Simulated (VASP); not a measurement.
**How a change of volume changes Cu**

Wanted: the elastic response of Cu to a change of volume, with a fit that predicts a row left out.

Program: VASP 6.6.1. Level of theory: r2SCAN; plane waves and PAW (Cu), in the first sound run; inputs show where later runs differ. Results are calculated unless marked as measured.

### Step 1. Set-up

It takes space group Fm-3m (No. 225, cubic). Conventional cell: a = 3.610 Å, b = 3.610 Å, c = 3.610 Å, α = 90.00°, β = 90.00°, γ = 90.00°. Cu has 12 Cu at 2.55 Å nearest.

Structure file:

```
Cu
1.0
     0.00000    1.80500    1.80500
     1.80500    0.00000    1.80500
     1.80500    1.80500    0.00000
Cu
1
Direct
  0.00000 0.00000 0.00000
```

### Step 2. Relax the crystal, r2SCAN

The series starts from the cell that this level prefers, so that zero strain is near zero stress.

This step took 2 runs in a row; the last is shown.

Level: r2SCAN; plane waves and PAW (Cu).

Input file INCAR:

```
SYSTEM = Cu
PREC = Accurate
ENCUT = 450
EDIFF = 1E-07
NELM = 120
ISMEAR = 1
SIGMA = 0.15
LREAL = .FALSE.
ALGO = Normal
METAGGA = R2SCAN
LASPH = .TRUE.
NBANDS = 11
LORBIT = 11
LWAVE = .FALSE.
LCHARG = .FALSE.
KPAR = 8
IBRION = 2
NSW = 40
ISIF = 3
EDIFFG = -0.005
POTIM = 0.4
```

Input file POSCAR:

```
Cu
1.0
    0.0000000000      1.7883977538      1.7883977538
    1.7883977538      0.0000000000      1.7883977538
    1.7883977538      1.7883977538      0.0000000000
Cu
1
Direct
    0.0000000000      0.0000000000      0.0000000000
```

Input file KPOINTS:

```
Automatic mesh
0
Gamma
28 28 28
0 0 0
```

Potentials, in the order of the species: Cu (PBE family, release 64).

Run with:

```bash
mpirun -np 8 vasp_std
```

What it wrote:

```text
[banner, memory and clock lines left out]
running    8 mpi-ranks, on    1 nodes
[...]
|                                                                             |
|           W    W    AA    RRRRR   N    N  II  N    N   GGGG   !!!           |
|           W    W   A  A   R    R  NN   N  II  NN   N  G    G  !!!           |
|           W    W  A    A  R    R  N N  N  II  N N  N  G       !!!           |
|           W WW W  AAAAAA  RRRRR   N  N N  II  N  N N  G  GGG   !            |
|           WW  WW  A    A  R   R   N   NN  II  N   NN  G    G                |
|           W    W  A    A  R    R  N    N  II  N    N   GGGG   !!!           |
|                                                                             |
|     For optimal performance we recommend to set                             |
|       NCORE = 2 up to number-of-cores-per-socket                            |
|     NCORE specifies how many cores store one orbital (NPAR=cpu/NCORE).      |
|     This setting can greatly improve the performance of VASP for DFT.       |
[...]
|     You enforced a specific xc type in the INCAR file but a different       |
|     [... a line on the potential file left out ...]
|     I HOPE YOU KNOW WHAT YOU ARE DOING!                                     |
|                                                                             |

 LDA part: xc-table for (None), standard interpolation
 POSCAR, INCAR and KPOINTS ok, starting setup
[...]
entering main loop
       N       E                     dE             d eps       ncg     rms          rms(c)
DAV:   1     0.305628344314E+02    0.30563E+02   -0.51466E+03 15011   0.154E+03
DAV:   2    -0.123105589378E+02   -0.42873E+02   -0.39768E+02 14017   0.198E+02
DAV:   3    -0.133613292214E+02   -0.10508E+01   -0.10459E+01 15730   0.388E+01
DAV:   4    -0.133688208189E+02   -0.74916E-02   -0.74907E-02 15145   0.285E+00
[...]
DAV:  14    -0.108268805765E+02    0.79672E-06   -0.77095E-07 14330   0.170E-02    0.601E-04
DAV:  15    -0.108268803989E+02    0.17753E-06   -0.10203E-08  8235   0.205E-03    0.233E-04
DAV:  16    -0.108268803380E+02    0.60959E-07   -0.75999E-09  7332   0.148E-03
   1 F= -.10826880E+02 E0= -.10827000E+02  d E =-.108269E+02
[...]
reached required accuracy - stopping structural energy minimisation
```

Wall time 92 s (8 MPI ranks of AMD EPYC 7R43, shared host); peak memory 1.1 GiB; 12 min of CPU time.

Lines that name or quote the potential files are left out of all logs, and their timing lines are given in words.

OUTCAR, selected parts (step 2):

```text
  Total       -0.0025113     -0.0025113     -0.0025113      0.0000000      0.0000000      0.0000000
  in kB       -0.3517059     -0.3517059     -0.3517059      0.0000000      0.0000000      0.0000000
  external PRESSURE =      -0.3517059 kB  Pullay stress =       0.0000000 kB

 POSITION                                       TOTAL-FORCE (eV/Angst)
 -----------------------------------------------------------------------------------
      0.00000      0.00000      0.00000         0.000000      0.000000     -0.000000
 -----------------------------------------------------------------------------------
    total drift:                                0.000000     -0.000000      0.000000

  FREE ENERGIE OF THE ION-ELECTRON SYSTEM (eV)
  ---------------------------------------------------
  free  energy   TOTEN  =       -10.8268803380 eV

  energy  without entropy=      -10.8272404290  energy(sigma->0) =      -10.82700037

 reached required accuracy - stopping structural energy minimisation

[... 3 further parts left out ...]
[key lines of the parts left out:]
E-fermi :   7.8088
```

Read from the output:

```
energy(sigma→0) of the program : -10.8270 eV
stress, compression positive   : xx, yy, zz -0.04, -0.04, -0.04 GPa
volume                         : 11.440 Å³
ionic steps                    : 1
```

### Step 3. Relax at fixed volume, r2SCAN

One member in full: the volume is scaled by 1.01, and the cell is held.

Level: r2SCAN; plane waves and PAW (Cu).

Edit INCAR of step 2 so:

```diff
@@ -15,7 +15,8 @@
 LCHARG = .FALSE.
-KPAR = 8
+KPAR = 2
 IBRION = 2
 NSW = 40
-ISIF = 3
-EDIFFG = -0.005
+ISIF = 2
+EDIFFG = -0.004
 POTIM = 0.4
+MAXMIX = 40
```

Input file POSCAR:

```
Cu
1.0
    0.0000000000      1.7943393182      1.7943393182
    1.7943393182      0.0000000000      1.7943393182
    1.7943393182      1.7943393182      0.0000000000
Cu
1
Direct
    0.0000000000      0.0000000000      0.0000000000
```

KPOINTS is that of step 2.

Run with:

```bash
mpirun -np 2 vasp_std
```

What it wrote:

```text
[banner, memory and clock lines left out]
running    2 mpi-ranks, on    1 nodes
[...]
[... a notice as in an earlier step ...]

 LDA part: xc-table for (None), standard interpolation
 POSCAR, INCAR and KPOINTS ok, starting setup
[...]
entering main loop
       N       E                     dE             d eps       ncg     rms          rms(c)
DAV:   1     0.307229347715E+02    0.30723E+02   -0.51492E+03 14847   0.154E+03
DAV:   2    -0.122882801621E+02   -0.43011E+02   -0.39950E+02 14077   0.197E+02
DAV:   3    -0.133666095286E+02   -0.10783E+01   -0.10723E+01 15740   0.393E+01
DAV:   4    -0.133744029530E+02   -0.77934E-02   -0.77924E-02 15185   0.291E+00
[...]
DAV:  14    -0.108268946480E+02    0.73628E-06   -0.72958E-07 14474   0.164E-02    0.750E-04
DAV:  15    -0.108268944336E+02    0.21442E-06   -0.18159E-08  8133   0.282E-03    0.246E-04
DAV:  16    -0.108268943698E+02    0.63744E-07   -0.77838E-09  7341   0.149E-03
   1 F= -.10826894E+02 E0= -.10827010E+02  d E =-.108269E+02
[...]
reached required accuracy - stopping structural energy minimisation
```

Wall time 3.8 min (2 MPI ranks); peak memory 0.26 GiB.

Parts of OUTCAR (step 3):

```text
  Total       -0.1188033     -0.1188033     -0.1188033     -0.0000000     -0.0000000     -0.0000000
  in kB      -16.4738556    -16.4738556    -16.4738556     -0.0000000     -0.0000000     -0.0000000
  external PRESSURE =     -16.4738556 kB  Pullay stress =       0.0000000 kB

 POSITION                                       TOTAL-FORCE (eV/Angst)
 -----------------------------------------------------------------------------------
      0.00000      0.00000      0.00000        -0.000000     -0.000000     -0.000000
 -----------------------------------------------------------------------------------
    total drift:                                0.000000     -0.000000      0.000000

  FREE ENERGIE OF THE ION-ELECTRON SYSTEM (eV)
  ---------------------------------------------------
  free  energy   TOTEN  =       -10.8268943698 eV

  energy  without entropy=      -10.8272416201  energy(sigma->0) =      -10.82701012

[... 2 parts as in an earlier step ...]

[... 2 further parts left out ...]
[key lines of the parts left out:]
E-fermi :   7.6827
```

Read from the output:

* energy(sigma→0) of the program: -10.8270 eV
* stress, compression positive: xx, yy, zz -1.65, -1.65, -1.65 GPa
* ionic steps: 1

### Step 4. All members

The other members went through these steps as far as the tables show, with the same cutoff and, step by step, the same mesh; 9 runs are not shown. The session took 1.7 core hours (wall time by ranks) on a shared machine.

| volume over the relaxed volume | volume (Å³/atom) | pressure (GPa) | energy above the unstrained row, extrapolated to no smearing (meV/atom) |
| --- | --- | --- | --- |
| 0.940 | 10.754 | 11.467 | 27.724 |
| 0.960 | 10.982 | 7.363 | 12.701 |
| 0.980 | 11.211 | 3.485 | 3.667 |
| 0.990 | 11.325 | ? | ? |
| 1 | 11.440 | -0.035 | 0.000 |
| 1.010 | 11.554 | -1.647 | -0.010 |
| 1.020 | 11.669 | -3.168 | 1.095 |
| 1.040 | 11.898 | -5.947 | 6.459 |
| 1.060 | 12.126 | -8.397 | 15.568 |

### Step 5. A fit to the known rows

A least-squares cubic through the 8 rows shown, with u the logarithm of the volume ratio: pressure = 783.5 u³ + 353.3 u² − 166.9 u − 0.01501 (GPa), r.m.s. residual 0.017 GPa.

For the withheld row, u = -0.01005, the fit gives 1.697 GPa.

### Step 6. The withheld row

The calculation gives 1.673 GPa, so the prediction is 0.024 GPa too high, within twice the residual of the fit.

A cubic of the pressure in ln(V/V₀) through all rows has the slope −B at V₀: B = 167 GPa, and its curvature gives B′ = 4.3.

### Step 7. Results

| Quantity | Value |
| --- | --- |
| error of the predicted pressure | 0.024 GPa |
| bulk modulus | 167 GPa |

**Reading.** The slope of the energy gives 0.83 GPa at the relaxed volume where the pressure column has -0.04 GPa, a mark of the finite basis or of the smearing. These are static values: temperature and zero-point motion are left out. In a metal the slopes also depend on mesh and smearing, which were held through the series.

[Lines on the potential files, build, host, timing and source positions are cut from VASP's logs without a mark.]

[Logs are printed without paths, hosts, clocks, repeated set-up lines and the standing remarks that a program may print on its own settings, such as how far it seeks lower states.]

[Hosts, paths, dates, database ids (printed as entryN), source tags and the programs' standing remarks are cut or masked in the printed files.]

[In band tables of VASP the shares of atoms and orbitals are scaled to a sum of 1 inside the atoms' spheres.]
